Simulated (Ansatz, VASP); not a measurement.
## Cross-check of ZrInB (ZrInB in the AlB2 type) between VASP and Ansatz

Wanted: the spread between two codes on one cell, functional and k mesh. The cell is generated by rule, not measured, and may not be a known phase. The cell is taken from a series of runs on this material, whose earlier steps may have relaxed, scaled, displaced or heated it; both programs get it as it stands.

Main program and level: Ansatz 0.2.0; plane waves, with VASP 6.6.1 beside it; relaxation of cell and atoms at PBEsol and zone-centre phonons at PBEsol.

The structure was built from a prototype and need not be the compound's stable phase.

## Step 1: Set-up

The structure is hexagonal, space group P-6m2 (No. 187). The conventional cell has a = 3.876 Å, b = 3.876 Å, c = 3.711 Å, α = 90.00°, β = 90.00°, γ = 120.00°. Nearest to Zr lie 6 B at 2.91 Å and 6 In at 2.91 Å. B has 3 In at 2.24 Å and 6 Zr at 2.91 Å nearest. In has 3 B at 2.24 Å and 6 Zr at 2.91 Å nearest. Farther neighbours are not listed.

## Step 2: VASP: relaxation of cell and atoms, PBEsol, pair 1

The relaxed volume is the usual yardstick between codes: in a stiff, nearly cubic crystal its relative difference is about their pressure difference at one cell divided by the bulk modulus.

Lines of VASP's logs that name or quote its potential files are left out, and so is its time.

Input file INCAR:

```
SYSTEM = ZrInB
PREC = Accurate
ENCUT = 500
EDIFF = 1E-07
NELM = 120
ISMEAR = 0
SIGMA = 0.1
LREAL = .FALSE.
ALGO = Normal
GGA = PS
NBANDS = 20
LASPH = .TRUE.
LORBIT = 11
LWAVE = .FALSE.
LCHARG = .FALSE.
ISIF = 3
IBRION = 2
NSW = 80
EDIFFG = -0.005
GGA_COMPAT = .FALSE.
NELMIN = 4
KPAR = 2
```

Input file POSCAR:

```
ZrInB
1.0
    3.8764970000     -0.0000030000      0.0000000000
   -1.9382460000      3.3571460000      0.0000000000
    0.0000000000      0.0000000000      3.7110290000
Zr B In
1 1 1
Direct
    0.0000000000      0.0000000000      0.0000000000
    0.3333335186      0.6666668652      0.4999998653
    0.6666666303      0.3333334326      0.4999998653
```

Input file KPOINTS:

```
Automatic mesh
0
Gamma
9 9 8
0 0 0
```

Potentials, in the order of the species: Zr_sv, B and In_d (PBE family, release 64).

Command:

```sh
$ mpirun -np 2 vasp_std
```

Numbers of over 12 decimals in the logs are rounded to 6 here.

Output:

```text
[banner, memory and clock lines left out]
running    2 mpi-ranks, on    1 nodes
 distrk:  each k-point on    1 cores,    2 groups
 distr:  one band on    1 cores,    1 groups

 POSCAR found type information on POSCAR ZrB In
 POSCAR found :  3 types and       3 ions
|                                                                             |
|               ----> ADVICE to this user running VASP <----                  |
|                                                                             |
|     You enforced a specific xc type in the INCAR file but a different       |
|     [... a line on the potential file left out ...]
|     I HOPE YOU KNOW WHAT YOU ARE DOING!                                     |
|                                                                             |

 LDA part: xc-table for (Slater+PW92), standard interpolation
 POSCAR, INCAR and KPOINTS ok, starting setup
 FFT: planning ... GRIDC
 FFT: planning ... GRID_SOFT
 FFT: planning ... GRID
 WAVECAR not read
 entering main loop
       N       E                     dE             d eps       ncg     rms          rms(c)
DAV:   1     0.263512264408E+03    0.26351E+03   -0.14087E+04  2424   0.174E+03
DAV:   2     0.722732549748E+00   -0.26279E+03   -0.25454E+03  2492   0.446E+02
DAV:   3    -0.198985806461E+02   -0.20621E+02   -0.20113E+02  2908   0.125E+02
DAV:   4    -0.210355690403E+02   -0.11370E+01   -0.11277E+01  4144   0.234E+01
DAV:   5    -0.210579537960E+02   -0.22385E-01   -0.22373E-01  3016   0.283E+00    0.148E+01
DAV:   6    -0.189799557450E+02    0.20780E+01   -0.76643E+00  2904   0.198E+01    0.596E+00
DAV:   7    -0.189557859266E+02    0.24170E-01   -0.61086E-01  3460   0.574E+00    0.265E+00
DAV:   8    -0.189321912046E+02    0.23595E-01   -0.48770E-02  2976   0.144E+00    0.924E-01
DAV:   9    -0.189291825952E+02    0.30086E-02   -0.55805E-03  3172   0.651E-01    0.270E-01
DAV:  10    -0.189289637282E+02    0.21887E-03   -0.16352E-03  3192   0.332E-01    0.325E-02
DAV:  11    -0.189289447671E+02    0.18961E-04   -0.11970E-04  3400   0.817E-02    0.191E-02
DAV:  12    -0.189289437303E+02    0.10368E-05   -0.54676E-06  2996   0.184E-02    0.666E-03
DAV:  13    -0.189289433543E+02    0.37602E-06   -0.82494E-07  3976   0.694E-03    0.184E-03
DAV:  14    -0.189289432734E+02    0.80871E-07   -0.22225E-07  2296   0.290E-03
   1 F= -.18928943E+02 E0= -.18927539E+02  d E =-.189289E+02
[...]
2 F= -.18929220E+02 E0= -.18927753E+02  d E =-.276756E-03
[...]
3 F= -.18929247E+02 E0= -.18927761E+02  d E =-.304198E-03
[...]
4 F= -.18929245E+02 E0= -.18927748E+02  d E =0.219207E-05
 trial-energy change:    0.000002  1 .order    0.000002   -0.000075    0.000079
 step:   0.5238(harm=  0.5285)  dis= 0.00000  next Energy=   -18.929266 (dE=-0.181E-04)
 bond charge predicted
       N       E                     dE             d eps       ncg     rms          rms(c)
DAV:   1    -0.189295252132E+02   -0.27989E-03   -0.74034E-03  2732   0.127E+00    0.136E-01
DAV:   2    -0.189293003683E+02    0.22484E-03   -0.64667E-04  3140   0.405E-01    0.430E-02
DAV:   3    -0.189292603071E+02    0.40061E-04   -0.14293E-04  4040   0.153E-01    0.283E-02
DAV:   4    -0.189292624174E+02   -0.21103E-05   -0.67968E-06  3284   0.187E-02    0.146E-02
DAV:   5    -0.189292645103E+02   -0.20929E-05   -0.36396E-06  3940   0.162E-02    0.559E-03
DAV:   6    -0.189292651718E+02   -0.66150E-06   -0.20630E-07  2288   0.408E-03    0.155E-03
DAV:   7    -0.189292654311E+02   -0.25928E-06   -0.56973E-08  1712   0.255E-03    0.351E-04
DAV:   8    -0.189292654630E+02   -0.31925E-07   -0.19781E-08  1284   0.149E-03
   5 F= -.18929265E+02 E0= -.18927773E+02  d E =-.179918E-04
 curvature:  -0.30 expect dE=-0.301E-07 dE for cont linesearch -0.111E-09
 trial: gam= 0.01157 g(F)=  0.844E-41 g(S)=  0.100E-06 ort = 0.171E-06 (trialstep = 0.970E+00)
 search vector abs. value=  0.115E-06
 reached required accuracy - stopping structural energy minimisation
```

OUTCAR, selected parts (step 2):

```text
ion  position               nearest neighbor table
   1  0.000  0.000  0.000-   2 2.91   3 2.91   3 2.91   2 2.91   2 2.91   3 2.91   2 2.91   3 2.91
                             3 2.91   2 2.91   2 2.91   3 2.91
   2  0.333  0.667  0.500-   3 2.24   3 2.24   3 2.24   1 2.91   1 2.91   1 2.91   1 2.91   1 2.91
                             1 2.91
   3  0.667  0.333  0.500-   2 2.24   2 2.24   2 2.24   1 2.91   1 2.91   1 2.91   1 2.91   1 2.91
                             1 2.91

  LATTYP: Found a hexagonal cell.
 ALAT       =     3.8764970000
 C/A-ratio  =     0.9573150708

 Subroutine GETGRP returns: Found 12 space group operations
 (whereof 12 operations were pure point group operations)

The static configuration has the point symmetry D_3h.

 Found     60 irreducible k-points:

   k-points           NKPTS =     60   k-points in BZ     NKDIM =     60   number of bands    NBANDS=     20

   dimension x,y,z NGX =    28 NGY =   28 NGZ =   28
   dimension x,y,z NGXF=    56 NGYF=   56 NGZF=   56

   ENCUT  =  500.0 eV  36.75 Ry    6.06 a.u.   7.07  7.07  6.77*2*pi/ulx,y,z

   NELECT =      28.0000    total number of electrons

 k-points in reciprocal lattice and weights: Automatic mesh
   0.00000000  0.00000000  0.00000000       0.002
   0.11111111  0.00000000  0.00000000       0.009
   0.22222222  0.00000000  0.00000000       0.009
   0.33333333  0.00000000  0.00000000       0.009
   0.44444444  0.00000000  0.00000000       0.009
   0.11111111  0.11111111  0.00000000       0.009
   0.22222222  0.11111111  0.00000000       0.019
   0.33333333  0.11111111  0.00000000       0.019
   0.44444444  0.11111111  0.00000000       0.009
[...]
0.33333333  0.22222222  0.50000000       0.019
   0.33333333  0.33333333  0.50000000       0.003

 average (electrostatic) potential at core
       1 -74.0635       2 -23.4585       3 -91.2427

 E-fermi :  10.0280

 k-point     1 :       0.0000    0.0000    0.0000
  band No.  band energies     occupation
    ...
     10      -1.0826      2.00000
     11       7.8559      2.00000
     12       7.8559      2.00000
     13       8.4710      2.00000
     14       9.1388      2.00000
     15      11.4434      0.00000
     16      11.5619      0.00000
     17      11.5619      0.00000
     18      12.9835      0.00000
     19      12.9835      0.00000
    ...

 k-point     2 :       0.1111    0.0000    0.0000
  band No.  band energies     occupation
    ...
     10      -0.9112      2.00000
     11       7.2035      2.00000
     12       7.8637      2.00000
     13       8.5114      2.00000
     14       8.9001      2.00000
     15      11.5453      0.00000
     16      11.9669      0.00000
     17      12.0074      0.00000
     18      12.5024      0.00000
     19      12.5741      0.00000
    ...

 k-point     3 :       0.2222    0.0000    0.0000
  band No.  band energies     occupation
    ...
     10      -0.4028      2.00000
     11       5.8694      2.00000
     12       7.8447      2.00000
     13       8.5220      2.00000
     14       8.5287      2.00000
     15      11.5043      0.00000
     16      11.6286      0.00000
     17      12.0729      0.00000
     18      12.8176      0.00000
     19      13.2380      0.00000
    ...

  Total       -0.0014538     -0.0014538      0.0014141      0.0000000      0.0000000      0.0000000
  in kB       -0.0481935     -0.0481935      0.0468795      0.0000000      0.0000000      0.0000000
  external PRESSURE =      -0.0165025 kB  Pullay stress =       0.0000000 kB

  energy-cutoff  :      500.00
  volume of cell :       48.33
      direct lattice vectors                 reciprocal lattice vectors
     3.871252876 -0.000002996 -0.000000000     0.258314421  0.149137659 -0.000000000
    -1.935623941  3.352604455  0.000000000     0.000000231  0.298275702 -0.000000000
    -0.000000000  0.000000000  3.723797215     0.000000000 -0.000000000  0.268543087

 POSITION                                       TOTAL-FORCE (eV/Angst)
 -----------------------------------------------------------------------------------
     -0.00000      0.00000      0.00000         0.000000     -0.000000      0.000000
      0.00000      2.23507      1.86190         0.000000      0.000000      0.000000
      1.93563      1.11753      1.86190        -0.000000     -0.000000      0.000000
 -----------------------------------------------------------------------------------
    total drift:                                0.000113     -0.000088      0.000243

  FREE ENERGIE OF THE ION-ELECTRON SYSTEM (eV)
  ---------------------------------------------------
  free  energy   TOTEN  =       -18.9292654630 eV

  energy  without entropy=      -18.9262813907  energy(sigma->0) =      -18.92777343

 reached required accuracy - stopping structural energy minimisation

 total charge
# of ion       s       p       d       tot
------------------------------------------
    1        2.127   5.962   1.673   9.763
    2        0.635   1.030   0.000   1.664
    3        0.879   1.176   9.907  11.961
--------------------------------------------------
tot          3.641   8.167  11.580  23.389

[... 3 further parts left out ...]
```

CONTCAR:

```
ZrInB
   1.00000000000000
     3.8712528757426621   -0.0000029957882550   -0.0000000000000000
    -1.9356239411205283    3.3526044546085831    0.0000000000000000
    -0.0000000000000000    0.0000000000000000    3.7237972149199643
  Zr              B               In
     1     1     1
Direct
     0.0000000000000000    0.0000000000000000    0.0000000000000000
     0.3333335185999999    0.6666668651999998    0.4999998652999977
     0.6666666303000000    0.3333334325999999    0.4999998652999977
```

## Step 3: Ansatz: relaxation of cell and atoms, PBEsol, pair 1

Ansatz runs on its PAW soft_1 files.

The same cell, functional, mesh and smearing now go to Ansatz, which takes its cutoff from its data sets.

Input file input.yaml:

```yaml
crystal:
  lattice:
    - [3.8764969306, -2.8279e-06, 0.0]
    - [-1.9382460162, 3.3571462336, 0.0]
    - [0.0, 0.0, 3.7110286432]
  atoms:
    - { symbol: Zr, position: [0.0, 0.0, 0.0] }
    - { symbol: B, position: [0.3333333333, 0.6666666667, 0.5] }
    - { symbol: In, position: [0.6666666667, 0.3333333333, 0.5] }
kpoints:
  mp_grid: { grid: [9, 9, 8] }
hamiltonian:
  xc: pbesol
  pseudopotentials: { kind: paw, azcp: { folder: soft_1 }, xc_functional: pbe }
scf:
  occupations: { method: gaussian, width: 0.1 }
output:
  forces: true
  stress: true
  eigenvalues: true
relax:
  adjacent_minimum: "off"
  f_tol: 0.005
  max_steps: 80
  cell: { stress_tol: 0.05 }
```

Command:

```sh
$ ansatz run input.yaml --threads 4 --pin off --max-ram 12288MiB --backend cpu --events-out ev --progress --plain --runs-dir out
```

Output:

```text
Engine: ansatz 0.2.0, aarch64-unknown-linux-gnu
Pseudopotentials: kind: paw
Pseudopotential: Zr, paw, valence charge 12, recommended cutoff 420 eV (normal), soft_1/Zr.paw.azcp
Pseudopotential: B, paw, valence charge 3, recommended cutoff 420 eV (normal), soft_1/B.paw.azcp
Pseudopotential: In, paw, valence charge 13, recommended cutoff 420 eV (normal), soft_1/In.paw.azcp
Functional definition: PBEsol
  exchange = pbesol_x
  correlation = pbesol_c
Crystal: 3 atoms, lattice volume = 48.295 Å³
Basis set: ecut = 420 eV, 937 PW (Γ), exchange–correlation on 54×54×50 points (8 copies of the dense FFT grid, shifted against one another)
Bands: 18, of which v1, the nominal top of the filled ones, is band 14 counted from 1 (13 counted from 0)
Symmetry: 12 space group operations
Space group: P-6m2 (ITA 187), of the structure as read, at distance tolerance 3.6e-5 Å
k-points: 60 of 648 (time reversal used)
Non-local potential: Zr, projectors of the file, l = 0: 3, l = 1: 2, l = 2: 2, l = 3: 1
Non-local potential: B, projectors of the file, l = 0: 2, l = 1: 2, l = 2: 1
Non-local potential: In, projectors of the file, l = 0: 2, l = 1: 2, l = 2: 2, l = 3: 1
PAW form: soft (Blöchl's): semilocal exchange-correlation on the pseudo side does not see the compensation charge
PAW frozen core: Zr, regenerated for the run's functional, and the local potential with it (the file was generated under x = pbe(κ = 0.804, μ = 0.219515), c = pbe(β = 0.066725))
PAW frozen core: B, regenerated for the run's functional, and the local potential with it (the file was generated under x = pbe(κ = 0.804, μ = 0.219515), c = pbe(β = 0.066725))
PAW frozen core: In, regenerated for the run's functional, and the local potential with it (the file was generated under x = pbe(κ = 0.804, μ = 0.219515), c = pbe(β = 0.066725))
PAW one-centre angular grid: Zr, 590 points (default); XC on 64 Gauss nodes
PAW one-centre angular grid: B, 110 points (default); XC on 64 Gauss nodes
PAW one-centre angular grid: In, 590 points (default); XC on 64 Gauss nodes
Initial density: superposition of atomic densities (chi_scale 0.1, normalization cell, long waves kept (reshape's long-wave potential 0.00 eV rms))
Initial wavefunctions: pseudopotential atomic-orbital guess
Functional: x = pbesol(κ = 0.804, μ = 0.123457), c = pbesol(β = 0.046)
SCF iter   1: F=—  HF=-9807.241297 eV  |F-HF|=—  |Δ(HF+E_count)|=         —  Δρ=4.81e-2  dr2=1.84e0  ethr=3.10e-3  ⟨swp⟩=5.5  Hψ=4943  notcnv=0
preconditioner: auto → none  [insulator: Δε(μ)=0.146 eV  Ē_g=10.672 eV  σ=0.100 eV  W_gap=0.70  n_scr=8 (ndim 8)  ℏωp=23.9 eV  f_vac=0.000  D(μ)=0.36/eV (n_scr^D=0)  ε∞_Penn≈6.0]
SCF iter   2: F=—  HF=-9806.619309 eV  |F-HF|=—  |Δ(HF+E_count)|=   6.22e-1  Δρ=1.66e-2  dr2=7.92e-2  ethr=3.10e-3  ⟨swp⟩=2.6  Hψ=2457  notcnv=0
SCF iter   3: F=—  HF=-9806.618208 eV  |F-HF|=—  |Δ(HF+E_count)|=   1.10e-3  Δρ=6.95e-3  dr2=1.09e-2  ethr=2.83e-4  ⟨swp⟩=3.0  Hψ=2048  notcnv=0
SCF iter   4: F=—  HF=-9806.622056 eV  |F-HF|=—  |Δ(HF+E_count)|=   3.85e-3  Δρ=7.76e-4  dr2=1.35e-4  ethr=3.89e-5  ⟨swp⟩=2.4  Hψ=1514  notcnv=0
SCF iter   5: F=—  HF=-9806.622140 eV  |F-HF|=—  |Δ(HF+E_count)|=   8.40e-5  Δρ=7.93e-5  dr2=1.92e-6  ethr=4.84e-7  ⟨swp⟩=2.4  Hψ=1598  notcnv=0
SCF iter   6: F=—  HF=-9806.622139 eV  |F-HF|=—  |Δ(HF+E_count)|=   2.16e-7  Δρ=1.16e-5  dr2=9.30e-8  ethr=3.57e-10  ⟨swp⟩=7.0  Hψ=5420  notcnv=0
SCF iter   7: F=-9806.622139 eV  HF=-9806.622139 eV  |F-HF|=6.04e-10  |Δ(HF+E_count)|=   3.55e-8  Δρ=1.54e-6  dr2=1.08e-9  ethr=3.32e-10  ⟨swp⟩=3.0  Hψ=4581  notcnv=0
SCF 1 converged in 7 iterations: F = -9806.622139 eV  dr2 = 1.08e-9
  greatest PAW one-centre occupation: 0.995 electrons in one spin orbital (limit 2), on the Zr atom at site 0 (counted from 0), in its partial waves of l = 0
relax step   1: F+E_penalty+E_count = -9806.62213926 eV  Δ(F+E_penalty+E_count) = +0.000e0 eV  max|allowed force component| = 5.860e-17 eV/Å  Δτ_max = 0.0000 Å  P = -0.084 GPa  Ω = 48.295 Å³  (7 SCF iters, dr2 threshold 1.00e-7 eV, accepted)
[...]
relax step   2: F+E_penalty+E_count = -9806.62224866 eV  Δ(F+E_penalty+E_count) = -1.094e-4 eV  max|allowed force component| = 2.806e-16 eV/Å  Δτ_max = 0.0000 Å  P = -0.241 GPa  Ω = 48.401 Å³  energy of the carried Pulay correction = -2.647e-5 eV  (6 SCF iters, dr2 threshold 2.64e-7 eV, accepted)
[...]
relax step   3: F+E_penalty+E_count = -9806.62240096 eV  Δ(F+E_penalty+E_count) = -1.523e-4 eV  max|allowed force component| = 1.156e-16 eV/Å  Δτ_max = 0.0000 Å  P = -0.004 GPa  Ω = 48.303 Å³  energy of the carried Pulay correction = -2.353e-6 eV  (6 SCF iters, dr2 threshold 3.00e-7 eV, accepted)
[...]
relax step   4: F+E_penalty+E_count = -9806.62240725 eV  Δ(F+E_penalty+E_count) = -6.293e-6 eV  max|allowed force component| = 1.172e-16 eV/Å  Δτ_max = 0.0000 Å  P = -0.004 GPa  Ω = 48.303 Å³  stress off target by 5.12e-3 GPa  SCF on the basis re-selected at this cell (its energy is not comparable with the rows above)  (7 SCF iters)
basis re-selected at this cell: Δ(F+E_penalty+E_count) = -6.293e-6 eV, ΔP = +0.000 GPa vs the last step (what re-selecting the basis moved, of the pressure what is left beyond the Pulay correction that the steps carried, after the strain that the cell walked since its last selection, with what the two solves' SCF thresholds leave and, on support functions, any second-order correction that the steps lacked; it is no m [...]
SCF converged after 7 iterations
Free energy (F): -9806.622407 eV
Harris-Foulkes:  -9806.622407 eV  (|F-HF|=1.82e-12)
Internal energy: -9806.619437 eV  (E = F + TS)
E sigma→0 (E₀):  -9806.620922 eV
Entropy (-TS):   -0.002970 eV (-0.990 meV/atom)
Fermi energy:    14.378735 eV
--- Per-component energies (eV) ---
  E_band       = -52.725159
  E_kinetic    = 585.633573
  E_local      = -1516.624066  (includes V_loc(G=0)·N_el)
  E_nonlocal   = 411.770220
  E_hartree    = 577.661676
  E_xc         = -329.464673
  E_vxc        = -312.610251  (∫ρ·V_xc dr)
  E_paw        = -7123.064166  (= ΣΔE_a)
  E_vpaw       = -376.218100  (= ΣTr[D̂ρ^β])
  E_aug_tail   = 0.000114  (compensation charges beyond the density's cutoff)
  E_ewald      = -2412.948450
  E_core_change = 0.416335  (= ΣΔE_core)
  E_smearing   = -0.002970  (= −TS)
  E_closure    = 0.000000  (closes the sum)
  Σ components = -9806.622407   (vs F -9806.622407, Δ=0.00e0)
--- Forces (eV/Å), atoms counted from 1 ---
  atom   1  Zr     0.00000000    -0.00000000     0.00000000
  atom   2  B      0.00000000    -0.00000000     0.00000000
  atom   3  In    -0.00000000     0.00000000     0.00000000
  max |Σ_I F_I| component: 1.85e-17 eV/Å
--- Stress (GPa, compression-positive) ---
       -0.004038       0.000000       0.000000
        0.000000      -0.004038      -0.000000
        0.000000      -0.000000      -0.005125
  P = ⅓ Tr σ = -0.0044 GPa (-0.044 kbar)
--- Band table (eV; the first three rows and the last of 60) ---
  k-point 0: bands = [... 10 lower, 12.2035, 12.2035, 12.8220, 13.4955, 15.7891, 15.9140, 15.9140, 17.3329]
  k-point 1: bands = [... 10 lower, 11.9001, 12.3656, 12.3656, 14.0149, 15.3733, 15.3733, 16.0313, 17.4780]
  k-point 2: bands = [... 10 lower, 10.4316, 12.8389, 12.8389, 14.6264, 14.6264, 14.8465, 16.4867, 16.8861]
  k-point 59: bands = [... 10 lower, 7.3490, 10.5400, 11.7805, 11.8604, 16.7126, 17.0545, 18.0165, 18.0739]
--- Relaxed structure (3 steps of the walk, 3 accepted, 1 SCFs on fresh bases) ---
  F+E_penalty+E_count = -9806.62240725 eV   max|allowed force component| = 1.172e-16 eV/Å   (the final SCF, on the basis selected at the relaxed cell)
  cell:  # Å, volume = 48.3029 Å³
    - [3.871078, -2.823985725246183e-6, -1.1215867391630744e-19]
    - [-1.935537, 3.352454, 0]
    - [-1.0737118045872608e-19, 0, 3.722019]
  atoms:
    - { symbol: Zr, position: [0, 0, 0] }
    - { symbol: B, position: [0.333333, 0.666667, 0.500000] }
    - { symbol: In, position: [0.666667, 0.333333, 0.500000] }
```

The column dr2 measures how far the density is from self-consistency, as an energy; F and HF (Harris–Foulkes) agree once it is small.

## Step 4: Side by side

Known differences besides the potentials themselves: the cutoff is 420 eV in Ansatz and 500 eV in VASP; Ansatz makes its cores anew for this functional, VASP keeps those of its PBE data sets; Ansatz adds a Pulay correction to the stress that steers its cell, VASP none. Total energies have different zeros and are not compared.

Compared:

```
                                         quantity  Ansatz   VASP  difference
                                      volume (Å³)   48.30  48.33     -0.06 %
edge a after relaxation, in the typed setting (Å)   3.871  3.871     -0.01 %
edge c after relaxation, in the typed setting (Å)   3.722  3.724     -0.05 %
```

(Part 1 of 2 ends here.)

[Lines on the potential files, build, host, timing and source positions are cut from VASP's logs without a mark.]

[Logs are printed without paths, hosts, clocks, repeated set-up lines and the standing remarks that a program may print on its own settings, such as how far it seeks lower states.]

[Hosts, paths, dates, database ids (printed as entryN), source tags and the programs' standing remarks are cut or masked in the printed files.]
